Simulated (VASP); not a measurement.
All values below come from PBE GGA, VASP's PBE PAW potentials (set 64) (plane waves; VASP 6.6.1).

Input for VASP

POSCAR:
```
Zn
1
    1.3300000000    -2.3036280000     0.0000000000
    1.3300000000     2.3036280000     0.0000000000
    0.0000000000     0.0000000000     4.9500000000
Zn
2
Direct
  0.3333330000   0.6666670000   0.2500000000
  0.6666670000   0.3333330000   0.7500000000
```

**INCAR**
```
SYSTEM = Zn
PREC = Accurate; ENCUT = 400; LREAL = .False.
LASPH = .True.
EDIFF = 1E-6; NELM = 100; ALGO = Normal
LMAXMIX = 4
ISMEAR = 1; SIGMA = 0.1
GGA = PE
ISIF = 2
LWAVE = .False.; LCHARG = .False.
```

File KPOINTS:
```
Automatic mesh
0
Gamma
14 14 7
0 0 0
```

POTCAR, in this order: Zn (PBE.64 set). Program: vasp_std.

Problem. Predict the energy per atom (σ→0), band gap (on the k-mesh).

Solution. 
The energy per atom (σ→0) is -106.3 kJ/mol of atoms and the band gap (on the k-mesh) comes out as none (metal, semimetal or under 0.01 eV).

File OSZICAR:
```
...
DAV:   5    -0.241411311839E+01   -0.95601E-05   -0.95603E-05  3760   0.942E-02    0.404E+00
DAV:   6    -0.221746604430E+01    0.19665E+00   -0.97017E-01  3168   0.219E+01    0.303E+00
DAV:   7    -0.220827940032E+01    0.91866E-02   -0.29259E-02  3888   0.318E+00    0.156E+00
DAV:   8    -0.220372044493E+01    0.45590E-02   -0.17138E-03  4120   0.700E-01    0.466E-02
DAV:   9    -0.220372470046E+01   -0.42555E-05   -0.26335E-04  4272   0.246E-01    0.332E-02
DAV:  10    -0.220372730697E+01   -0.26065E-05   -0.26198E-05  3416   0.728E-02    0.277E-03
DAV:  11    -0.220372707672E+01    0.23024E-06   -0.13489E-07  2072   0.422E-03
   1 F= -.22037271E+01 E0= -.22035286E+01  d E =-.595392E-03
```

The compound is Zn in the hcp structure. The cell was not relaxed at this level.
